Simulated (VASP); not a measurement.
Output of a VASP run:

OSZICAR:
```
       N       E                     dE             d eps       ncg     rms          rms(c)
DAV:   1     0.790260154954E+02    0.79026E+02   -0.89193E+03   696   0.131E+03
DAV:   2    -0.110253098572E+02   -0.90051E+02   -0.83697E+02   964   0.257E+02
DAV:   3    -0.145160712745E+02   -0.34908E+01   -0.34736E+01   904   0.495E+01
DAV:   4    -0.146097918808E+02   -0.93721E-01   -0.93684E-01   988   0.702E+00
DAV:   5    -0.146103068703E+02   -0.51499E-03   -0.51498E-03   876   0.620E-01    0.171E+01
DAV:   6    -0.127847185145E+02    0.18256E+01   -0.92116E+00   804   0.228E+01    0.202E+01
DAV:   7    -0.126612347644E+02    0.12348E+00   -0.56653E-01   864   0.666E+00    0.117E+01
DAV:   8    -0.126375032325E+02    0.23732E-01   -0.14328E-01   732   0.413E+00    0.751E-01
DAV:   9    -0.126372684578E+02    0.23477E-03   -0.12122E-02  1008   0.922E-01    0.219E-01
DAV:  10    -0.126375668278E+02   -0.29837E-03   -0.83823E-04   764   0.294E-01    0.694E-02
DAV:  11    -0.126376336438E+02   -0.66816E-04   -0.10930E-04   780   0.942E-02    0.337E-02
DAV:  12    -0.126376409099E+02   -0.72661E-05   -0.12015E-05  1020   0.345E-02    0.167E-02
DAV:  13    -0.126376399760E+02    0.93389E-06   -0.22060E-06   828   0.164E-02
   1 F= -.12637640E+02 E0= -.12637640E+02  d E =-.126376E+02
       N       E                     dE             d eps       ncg     rms          rms(c)
DAV:   1    -0.126967831033E+02   -0.59142E-01   -0.12202E+00   856   0.106E+01    0.236E+00
DAV:   2    -0.126499455292E+02    0.46838E-01   -0.19959E-01   764   0.376E+00    0.660E-01
DAV:   3    -0.126403017100E+02    0.96438E-02   -0.24264E-02   940   0.162E+00    0.590E-01
DAV:   4    -0.126388928653E+02    0.14088E-02   -0.12030E-02  1064   0.820E-01    0.500E-01
DAV:   5    -0.126395973388E+02   -0.70447E-03   -0.59666E-04   888   0.240E-01    0.864E-02
DAV:   6    -0.126396863230E+02   -0.88984E-04   -0.77600E-04  1120   0.205E-01    0.525E-02
DAV:   7    -0.126396964703E+02   -0.10147E-04   -0.17877E-05   916   0.438E-02    0.912E-03
DAV:   8    -0.126396961438E+02    0.32650E-06   -0.16139E-06   492   0.139E-02
   2 F= -.12639696E+02 E0= -.12639696E+02  d E =-.205617E-02
       N       E                     dE             d eps       ncg     rms          rms(c)
DAV:   1    -0.126448940858E+02   -0.51976E-02   -0.10267E-01   816   0.307E+00    0.657E-01
DAV:   2    -0.126410254731E+02    0.38686E-02   -0.17274E-02   780   0.112E+00    0.194E-01
DAV:   3    -0.126402012345E+02    0.82424E-03   -0.19690E-03   900   0.474E-01    0.202E-01
DAV:   4    -0.126400729161E+02    0.12832E-03   -0.97885E-04  1064   0.235E-01    0.168E-01
DAV:   5    -0.126401217635E+02   -0.48847E-04   -0.50420E-05   992   0.648E-02    0.507E-02
DAV:   6    -0.126401297961E+02   -0.80326E-05   -0.85044E-05  1116   0.631E-02    0.783E-03
DAV:   7    -0.126401292651E+02    0.53102E-06   -0.68304E-07   524   0.952E-03
   3 F= -.12640129E+02 E0= -.12640129E+02  d E =-.248929E-02
```

### OUTCAR
```
------------------------ aborting loop because EDIFF is reached ----------------------------------------
  FORCE on cell =-STRESS in cart. coord.  units (eV):
  Direction    XX          YY          ZZ          XY          YZ          ZX
  --------------------------------------------------------------------------------------
  Total        0.0009110      0.0009110      0.0009110     -0.0000000      0.0000000      0.0000000
  in kB        0.0431429      0.0431429      0.0431429     -0.0000000      0.0000000      0.0000000
  external PRESSURE =       0.0431429 kB  Pullay stress =       0.0000000 kB
  volume of cell :       33.83
      direct lattice vectors                 reciprocal lattice vectors
     0.000000000  2.566986318  2.566986318    -0.194780937  0.194780937  0.194780937
     2.566986318 -0.000000000  2.566986318     0.194780937 -0.194780937  0.194780937
     2.566986318  2.566986318  0.000000000     0.194780937  0.194780937 -0.194780937
  FREE ENERGIE OF THE ION-ELECTRON SYSTEM (eV)
  ---------------------------------------------------
  free  energy   TOTEN  =       -12.6401292651 eV

  energy  without entropy=      -12.6401292651  energy(sigma->0) =      -12.64012927

 reached required accuracy - stopping structural energy minimisation
```
(Selected blocks of OUTCAR.)

### POSCAR
```
SrO
1
    0.0000000000     2.5806600000     2.5806600000
    2.5806600000     0.0000000000     2.5806600000
    2.5806600000     2.5806600000     0.0000000000
Sr O
1 1
Direct
  0.0000000000   0.0000000000   0.0000000000
  0.5000000000   0.5000000000   0.5000000000
```

Problem. Reconstruct the remaining input files.

Solution. Several could match; the one computed here: the input of the run itself, PBEsol GGA, plane waves, VASP's PBE PAW potentials (set 64).

### INCAR
```
! general
SYSTEM =SrO
PREC   =Accurate
ENCUT  =520
LREAL  =F
LASPH  =T

! electronic loop
EDIFF  =1E-6
NELM   =100
ALGO   =Normal
LMAXMIX=4

! smearing
ISMEAR =0
SIGMA  =0.05

! functional
GGA    =PS

! ions
IBRION =2
NSW    =60
ISIF   =3
EDIFFG =-0.01

! output
LWAVE  =F
LCHARG =F
```

### KPOINTS
```
Automatic mesh
0
Gamma
8 8 8
0 0 0
```

POTCAR, in this order: Sr_sv O (PBE.64 set). Program: vasp_std.

The structure comes from a measured SrO entry (Fm-3m) of the Crystallography Open Database, whose conditions weren't checked. This run relaxes it. Symmetry was kept, so distortions that lower it aren't found.
